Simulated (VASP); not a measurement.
# CaCuF3: structure and properties in VASP, part 2 of 6

Wanted: the relaxed cell of CaCuF3 and its properties. The cell is invented: it takes the structure of a Materials Project entry for KCaF3 (space group 221 there), with some of its atoms replaced by other elements, volume scaled by an estimate. It may not be a known or stable phase.

VASP 6.6.1, plane waves and PAW; the level of theory is named at each step.

So far, gap on the k-mesh (eV): step 2 (rough relaxation of the start cell) 0.496.

### Step 3. Full relaxation (LAK)

Level of this step: LAK; plane waves and PAW (Cu, Ca_sv, F); invented cell (VASP).

Properties are meant for the cell that this level of theory prefers, so cell and atoms are relaxed first (ISIF = 3) until forces and stress are small; EDIFFG sets the threshold.

INCAR

```
SYSTEM = CaCuF3
PREC = Accurate
ENCUT = 520
EDIFF = 1E-06
NELM = 100
ISMEAR = -1
SIGMA = 0.05
LREAL = .FALSE.
ALGO = Normal
METAGGA = LAK
LASPH = .TRUE.
NBANDS = 27
LORBIT = 11
LWAVE = .FALSE.
LCHARG = .FALSE.
KPAR = 2
IBRION = 2
NSW = 60
ISIF = 3
EDIFFG = -0.01
```

POSCAR

```
CaCuF3
1.0
    4.3173400391      0.0000000000      0.0000000000
    0.0000000000      4.3173400391      0.0000000000
    0.0000000000      0.0000000000      4.3173400391
Cu Ca F
1 1 3
Direct
    0.5000000000      0.5000000000      0.5000000000
    0.0000000000      0.0000000000      0.0000000000
    0.0000000000      0.5000000000      0.0000000000
    0.0000000000      0.0000000000      0.5000000000
    0.5000000000      0.0000000000      0.0000000000
```

KPOINTS

```
Automatic mesh
0
Gamma
5 5 5
0 0 0
```

The projector-augmented-wave data sets are Cu, Ca_sv and F (PBE family, release 64).

The run is started by

```sh
mpirun -np 2 vasp_std
```

The log of the run:

```text
[banner, memory and clock lines left out]
running    2 mpi-ranks, on    1 nodes
 distrk:  each k-point on    1 cores,    2 groups
 distr:  one band on    1 cores,    1 groups

 POSCAR found type information on POSCAR CuCaF
 POSCAR found :  3 types and       5 ions
 [... a notice as in an earlier step ...]

 LDA part: xc-table for (None), standard interpolation
 POSCAR, INCAR and KPOINTS ok, starting setup
 FFT: planning ... GRIDC
 FFT: planning ... GRID_SOFT
 FFT: planning ... GRID
 WAVECAR not read
 entering main loop
       N       E                     dE             d eps       ncg     rms          rms(c)
DAV:   1     0.509014054410E+03    0.50901E+03   -0.21077E+04   540   0.179E+03
DAV:   2     0.409522517075E+02   -0.46806E+03   -0.44974E+03   606   0.451E+02
DAV:   3    -0.205567902797E+02   -0.61509E+02   -0.60439E+02   733   0.177E+02
DAV:   4    -0.232632831518E+02   -0.27065E+01   -0.26811E+01   912   0.337E+01
DAV:   5    -0.233417080804E+02   -0.78425E-01   -0.78101E-01   687   0.488E+00    0.192E+01
DAV:   6    -0.123531575733E+02    0.10989E+02   -0.18717E+02   740   0.114E+02    0.174E+01
DAV:   7    -0.460733495594E+01    0.77458E+01   -0.18212E+01   634   0.409E+01    0.892E+00
DAV:   8    -0.357570611577E+01    0.10316E+01   -0.13544E+01   620   0.110E+02    0.173E+00
DAV:   9    -0.364652897002E+01   -0.70823E-01   -0.15408E+00   696   0.917E+00    0.129E+00
DAV:  10    -0.361467549390E+01    0.31853E-01   -0.29256E-01   793   0.529E+00    0.502E-01
DAV:  11    -0.361047649940E+01    0.41990E-02   -0.44876E-02   776   0.247E+00    0.220E-01
DAV:  12    -0.361039507771E+01    0.81422E-04   -0.58463E-03   773   0.883E-01    0.994E-02
DAV:  13    -0.361062474693E+01   -0.22967E-03   -0.11937E-03   648   0.360E-01    0.405E-02
DAV:  14    -0.361058683573E+01    0.37911E-04   -0.18074E-04   871   0.123E-01    0.310E-02
DAV:  15    -0.361060956624E+01   -0.22731E-04   -0.13667E-04   768   0.133E-01    0.566E-03
DAV:  16    -0.361060878970E+01    0.77654E-06   -0.11051E-05   591   0.275E-02    0.622E-03
DAV:  17    -0.361060824208E+01    0.54762E-06   -0.75065E-06   443   0.355E-02
   1 F= -.36106082E+01 E0= -.36100949E+01  d E =-.361061E+01
 curvature:   0.00 expect dE= 0.000E+00 dE for cont linesearch  0.000E+00
 trial: gam= 0.00000 g(F)=  0.000E+00 g(S)=  0.192E-01 ort = 0.000E+00 (trialstep = 0.100E+01)
 search vector abs. value=  0.192E-01
 bond charge predicted
       N       E                     dE             d eps       ncg     rms          rms(c)
DAV:   1    -0.390508244051E+01   -0.29447E+00   -0.64776E+00   616   0.285E+01    0.405E+00
DAV:   2    -0.365162603747E+01    0.25346E+00   -0.15985E+00   670   0.123E+01    0.775E-01
DAV:   3    -0.362739445183E+01    0.24232E-01   -0.74471E-02   716   0.344E+00    0.528E-01
DAV:   4    -0.362128876820E+01    0.61057E-02   -0.13132E-02   884   0.136E+00    0.177E-01
DAV:   5    -0.362018664505E+01    0.11021E-02   -0.26562E-03   951   0.486E-01    0.907E-02
DAV:   6    -0.362008853968E+01    0.98105E-04   -0.67326E-04   727   0.234E-01    0.464E-02
DAV:   7    -0.362001907025E+01    0.69469E-04   -0.27381E-04   891   0.165E-01    0.985E-03
DAV:   8    -0.362002647163E+01   -0.74014E-05   -0.22174E-05   731   0.306E-02    0.349E-03
DAV:   9    -0.362003205016E+01   -0.55785E-05   -0.12653E-06   428   0.996E-03    0.342E-04
DAV:  10    -0.362003241819E+01   -0.36803E-06   -0.17360E-07   282   0.479E-03
   2 F= -.36200324E+01 E0= -.36195520E+01  d E =-.942418E-02
 trial-energy change:   -0.009424  1 .order   -0.008193   -0.019195    0.002809
 step:   0.9020(harm=  0.8723)  dis= 0.00000  next Energy=    -3.620169 (dE=-0.956E-02)
 bond charge predicted
       N       E                     dE             d eps       ncg     rms          rms(c)
DAV:   1    -0.362298716221E+01   -0.29551E-02   -0.61345E-02   608   0.273E+00    0.407E-01
DAV:   2    -0.362035662273E+01    0.26305E-02   -0.17567E-02   684   0.130E+00    0.825E-02
DAV:   3    -0.362015881953E+01    0.19780E-03   -0.12757E-03   727   0.440E-01    0.555E-02
DAV:   4    -0.362011824896E+01    0.40571E-04   -0.11824E-04   844   0.129E-01    0.225E-02
DAV:   5    -0.362013363986E+01   -0.15391E-04   -0.32865E-05   974   0.456E-02    0.939E-03
DAV:   6    -0.362014920186E+01   -0.15562E-04   -0.64950E-06   712   0.222E-02    0.446E-03
DAV:   7    -0.362015023780E+01   -0.10359E-05   -0.20677E-06   454   0.147E-02    0.393E-04
DAV:   8    -0.362015004980E+01    0.18800E-06   -0.31073E-07   288   0.522E-03
   3 F= -.36201500E+01 E0= -.36196672E+01  d E =-.954181E-02
 curvature:  -0.41 expect dE=-0.470E-05 dE for cont linesearch -0.470E-05
 trial: gam= 0.00000 g(F)=  0.288E-65 g(S)=  0.114E-04 ort =-0.467E-03 (trialstep = 0.980E+00)
 search vector abs. value=  0.114E-04
 reached required accuracy - stopping structural energy minimisation
```

The job ended after 3.1 min (2 MPI ranks of AMD EPYC 7R43, shared host; peak memory 0.33 GiB).

OUTCAR, selected parts (step 3):

```text
  LATTYP: Found a simple cubic cell.
 ALAT       =     4.3173400391

The static configuration has the point symmetry O_h .

 Found     10 irreducible k-points:

   dimension x,y,z NGX =    32 NGY =   32 NGZ =   32
   dimension x,y,z NGXF=    64 NGYF=   64 NGZF=   64

   ENCUT  =  520.0 eV  38.22 Ry    6.18 a.u.   8.03  8.03  8.03*2*pi/ulx,y,z

   NELECT =      42.0000    total number of electrons

 E-fermi :  -0.0057

 k-point     1 :       0.0000    0.0000    0.0000
  band No.  band energies     occupation
    ...
     17      -0.5698      1.99997
     18      -0.5698      1.99997
     19      -0.4966      1.99989
     20      -0.4966      1.99989
     21      -0.4966      1.99989
     22       0.1080      0.18656
     23       7.9702      0.00000
     24       7.9702      0.00000
     25       7.9702      0.00000
     26       8.6589      0.00000
    ...

 k-point     2 :       0.2000    0.0000    0.0000
  band No.  band energies     occupation
    ...
     17      -0.5417      1.99996
     18      -0.5272      1.99994
     19      -0.4939      1.99988
     20      -0.4610      1.99978
     21      -0.4610      1.99978
     22       0.6152      0.00001
     23       6.8661      0.00000
     24       7.7231      0.00000
     25       7.7231      0.00000
     26       8.0028      0.00000
    ...

  Total       -0.0198296     -0.0198296     -0.0198296     -0.0000000      0.0000000      0.0000000
  in kB       -0.3865228     -0.3865228     -0.3865228     -0.0000000      0.0000000      0.0000000
  external PRESSURE =      -0.3865228 kB  Pullay stress =       0.0000000 kB

  energy-cutoff  :      520.00
  volume of cell :       82.20
      direct lattice vectors                 reciprocal lattice vectors
     4.347938208  0.000000000 -0.000000000     0.229994069 -0.000000000  0.000000000
     0.000000000  4.347938208  0.000000000    -0.000000000  0.229994069  0.000000000
    -0.000000000 -0.000000000  4.347938208     0.000000000 -0.000000000  0.229994069

 POSITION                                       TOTAL-FORCE (eV/Angst)
 -----------------------------------------------------------------------------------
      2.17397      2.17397      2.17397         0.000000     -0.000000      0.000000
      0.00000      0.00000      0.00000        -0.000000      0.000000      0.000000
      0.00000      2.17397      0.00000        -0.000000      0.000000      0.000000
     -0.00000     -0.00000      2.17397        -0.000000     -0.000000      0.000000
      2.17397      0.00000     -0.00000        -0.000000      0.000000      0.000000
 -----------------------------------------------------------------------------------
    total drift:                                0.000000      0.000000     -0.000000

  FREE ENERGIE OF THE ION-ELECTRON SYSTEM (eV)
  ---------------------------------------------------
  free  energy   TOTEN  =        -3.6201500498 eV

  energy  without entropy=       -3.6191843661  energy(sigma->0) =       -3.61966721

 total charge
# of ion       s       p       d       tot
------------------------------------------
    1        0.058   0.025   9.518   9.601
    2        2.033   5.905   0.278   8.216
    3        1.760   4.376   0.000   6.136
    4        1.760   4.376   0.000   6.136
    5        1.760   4.376   0.000   6.136
--------------------------------------------------
tot          7.370  19.057   9.796  36.223

[... 3 parts as in an earlier step ...]

[... 7 further parts left out ...]
```

CONTCAR:

```
CaCuF3
   1.00000000000000
     4.3479382083979523    0.0000000000000000   -0.0000000000000000
     0.0000000000000000    4.3479382083979523    0.0000000000000000
    -0.0000000000000000   -0.0000000000000000    4.3479382083979523
  Cu              Ca              F
     1     1     3
Direct
     0.5000000000000000    0.5000000000000000    0.5000000000000000
     0.0000000000000000    0.0000000000000000    0.0000000000000000
     0.0000000000000000    0.5000000000000000    0.0000000000000000
     0.0000000000000000    0.0000000000000000    0.5000000000000000
     0.5000000000000000    0.0000000000000000    0.0000000000000000
```

The steps of the relaxation:

| step | energy less that of the first step (eV) | largest force (eV/Å) | pressure (GPa) | volume (Å³) |
| --- | --- | --- | --- | --- |
| 1 | 0.0000 | 0.0000 | 1.62 | 80.47 |
| 2 | -0.0094 | 0.0000 | -0.23 | 82.38 |
| 3 | -0.0095 | 0.0000 | -0.04 | 82.20 |

| conventional cell, symmetrised | before | after | change |
| --- | --- | --- | --- |
| a (Å) | 4.317 | 4.348 | +0.7 % |
| b (Å) | 4.317 | 4.348 | +0.7 % |
| c (Å) | 4.317 | 4.348 | +0.7 % |
| volume (Å³/atom) | 16.09 | 16.44 | +2.1 % |

The relaxed structure:

```xyz
5
Lattice="4.3479 0.0000 0.0000 0.0000 4.3479 0.0000 0.0000 0.0000 4.3479" Properties=species:S:1:pos:R:3 pbc="T T T"
Cu    2.1740    2.1740    2.1740
Ca    0.0000    0.0000    0.0000
F     0.0000    2.1740    0.0000
F     0.0000    0.0000    2.1740
F     2.1740    0.0000    0.0000
```

Numbers from this step:

- free energy (TOTEN): -3.620 eV
- energy at zero smearing: -3.620 eV
- Fermi energy: -0.0057 eV
- pressure: -0.03865 GPa
- valence top at k: 0.4, 0, 0
- SCF cycles over all ionic steps: 35
- gap on the k-mesh: 0.5124 eV
- least direct gap on the k-mesh: 0.6046 eV

It ends with forces that vanish by symmetry and a pressure of -0.04 GPa.

### Step 4. Second relaxation

A relaxation keeps the plane waves of the cell it began with, so it is repeated from the new cell, on a basis made for it.

INCAR is that of step 3.

POSCAR: that of step 3 with these lines changed.

```diff
@@ -2,5 +2,5 @@
 1.0
-    4.3173400391      0.0000000000      0.0000000000
-    0.0000000000      4.3173400391      0.0000000000
-    0.0000000000      0.0000000000      4.3173400391
+    4.3479382084      0.0000000000      0.0000000000
+    0.0000000000      4.3479382084      0.0000000000
+    0.0000000000      0.0000000000      4.3479382084
 Cu Ca F
```

KPOINTS is that of step 3.

The run is started by

```sh
mpirun -np 2 vasp_std
```

The log of the run:

```text
[... set-up lines as in an earlier step ...]
 entering main loop
       N       E                     dE             d eps       ncg     rms          rms(c)
DAV:   1     0.506220032756E+03    0.50622E+03   -0.20908E+04   548   0.177E+03
DAV:   2     0.405608420879E+02   -0.46566E+03   -0.44823E+03   592   0.455E+02
DAV:   3    -0.203320389646E+02   -0.60893E+02   -0.59897E+02   690   0.173E+02
DAV:   4    -0.231583972045E+02   -0.28264E+01   -0.27955E+01   896   0.359E+01
DAV:   5    -0.232389913559E+02   -0.80594E-01   -0.80497E-01   757   0.494E+00    0.192E+01
DAV:   6    -0.124415314793E+02    0.10797E+02   -0.18756E+02   732   0.113E+02    0.175E+01
DAV:   7    -0.469583676371E+01    0.77457E+01   -0.18348E+01   640   0.405E+01    0.897E+00
DAV:   8    -0.358864321670E+01    0.11072E+01   -0.13712E+01   604   0.107E+02    0.173E+00
DAV:   9    -0.365525344503E+01   -0.66610E-01   -0.15361E+00   712   0.933E+00    0.122E+00
DAV:  10    -0.362702469990E+01    0.28229E-01   -0.26470E-01   774   0.503E+00    0.501E-01
DAV:  11    -0.362280552127E+01    0.42192E-02   -0.42496E-02   800   0.239E+00    0.210E-01
DAV:  12    -0.362288160377E+01   -0.76083E-04   -0.52942E-03   778   0.838E-01    0.105E-01
DAV:  13    -0.362297990912E+01   -0.98305E-04   -0.14393E-03   691   0.409E-01    0.444E-02
DAV:  14    -0.362293779796E+01    0.42111E-04   -0.18086E-04   869   0.129E-01    0.318E-02
DAV:  15    -0.362293832017E+01   -0.52221E-06   -0.13446E-04   776   0.130E-01    0.605E-03
DAV:  16    -0.362293433904E+01    0.39811E-05   -0.13551E-05   567   0.326E-02    0.605E-03
DAV:  17    -0.362293408597E+01    0.25307E-06   -0.73874E-06   415   0.349E-02
   1 F= -.36229341E+01 E0= -.36224489E+01  d E =-.362293E+01
 curvature:   0.00 expect dE= 0.000E+00 dE for cont linesearch  0.000E+00
 trial: gam= 0.00000 g(F)=  0.000E+00 g(S)=  0.120E-04 ort = 0.000E+00 (trialstep = 0.100E+01)
 search vector abs. value=  0.120E-04
 reached required accuracy - stopping structural energy minimisation
```

Run time: 82 s. Hardware: 2 MPI ranks; peak memory 0.31 GiB; 2.7 min of CPU time.

OUTCAR, selected parts (step 4):

```text
  LATTYP: Found a simple cubic cell.
 ALAT       =     4.3479382084

The static configuration has the point symmetry O_h .

 Found     10 irreducible k-points:

   ENCUT  =  520.0 eV  38.22 Ry    6.18 a.u.   8.08  8.08  8.08*2*pi/ulx,y,z

   NELECT =      42.0000    total number of electrons

 E-fermi :  -0.0057

 k-point     1 :       0.0000    0.0000    0.0000
  band No.  band energies     occupation
    ...
     17      -0.5696      1.99997
     18      -0.5696      1.99997
     19      -0.4963      1.99989
     20      -0.4963      1.99989
     21      -0.4963      1.99989
     22       0.1076      0.18763
     23       7.9702      0.00000
     24       7.9702      0.00000
     25       7.9702      0.00000
     26       8.6584      0.00000
    ...

 k-point     2 :       0.2000    0.0000    0.0000
  band No.  band energies     occupation
    ...
     17      -0.5415      1.99996
     18      -0.5270      1.99994
     19      -0.4936      1.99988
     20      -0.4607      1.99978
     21      -0.4607      1.99978
     22       0.6150      0.00001
     23       6.8657      0.00000
     24       7.7229      0.00000
     25       7.7229      0.00000
     26       8.0028      0.00000
    ...

  Total       -0.0203772     -0.0203772     -0.0203772     -0.0000000     -0.0000000      0.0000000
  in kB       -0.3971955     -0.3971955     -0.3971955     -0.0000000     -0.0000000      0.0000000
  external PRESSURE =      -0.3971955 kB  Pullay stress =       0.0000000 kB

  energy-cutoff  :      520.00
  volume of cell :       82.20
      direct lattice vectors                 reciprocal lattice vectors
     4.347938208  0.000000000  0.000000000     0.229994069  0.000000000  0.000000000
     0.000000000  4.347938208  0.000000000     0.000000000  0.229994069  0.000000000
     0.000000000  0.000000000  4.347938208     0.000000000  0.000000000  0.229994069

 POSITION                                       TOTAL-FORCE (eV/Angst)
 -----------------------------------------------------------------------------------
      2.17397      2.17397      2.17397         0.000000      0.000000      0.000000
      0.00000      0.00000      0.00000         0.000000      0.000000      0.000000
      0.00000      2.17397      0.00000         0.000000      0.000000      0.000000
      0.00000      0.00000      2.17397         0.000000      0.000000      0.000000
      2.17397      0.00000      0.00000         0.000000      0.000000      0.000000
 -----------------------------------------------------------------------------------
    total drift:                                0.000000      0.000000     -0.000000

  FREE ENERGIE OF THE ION-ELECTRON SYSTEM (eV)
  ---------------------------------------------------
  free  energy   TOTEN  =        -3.6229340860 eV

  energy  without entropy=       -3.6219637565  energy(sigma->0) =       -3.62244892

 total charge
# of ion       s       p       d       tot
------------------------------------------
    1        0.058   0.025   9.518   9.601
    2        2.033   5.905   0.278   8.216
    3        1.759   4.376   0.000   6.135
    4        1.759   4.376   0.000   6.135
    5        1.759   4.376   0.000   6.135
--------------------------------------------------
tot          7.368  19.058   9.796  36.221

[... 5 parts as in an earlier step ...]

[... 6 further parts left out ...]
```

CONTCAR:

```
CaCuF3
   1.00000000000000
     4.3479382083999996    0.0000000000000000    0.0000000000000000
     0.0000000000000000    4.3479382083999996    0.0000000000000000
     0.0000000000000000    0.0000000000000000    4.3479382083999996
  Cu              Ca              F
     1     1     3
Direct
     0.5000000000000000    0.5000000000000000    0.5000000000000000
     0.0000000000000000    0.0000000000000000    0.0000000000000000
     0.0000000000000000    0.5000000000000000    0.0000000000000000
     0.0000000000000000    0.0000000000000000    0.5000000000000000
     0.5000000000000000    0.0000000000000000    0.0000000000000000
```

Little changed from the start: no atom moved by 0.005 Å and no cell edge by 0.1 %.

This step gave:

* free energy (TOTEN): -3.623 eV
* energy at zero smearing: -3.622 eV
* pressure: -0.03972 GPa
* SCF cycles over all ionic steps: 17
* gap on the k-mesh: 0.5117 eV
* least direct gap on the k-mesh: 0.6039 eV

It ends with forces that vanish by symmetry and a pressure of -0.04 GPa. The volume moved by under 0.01 %: the run met its threshold at the first step.

[end of part 2 of 6]

[Lines on the potential files, build, host, timing and source positions are cut from VASP's logs without a mark.]

[Logs are printed without paths, hosts, clocks, repeated set-up lines and the standing remarks that a program may print on its own settings, such as how far it seeks lower states.]

[Hosts, paths, dates, database ids (printed as entryN), source tags and the programs' standing remarks are cut or masked in the printed files.]

[A measured line is paired with the nearest computed mode of its activity, which favours agreement.]
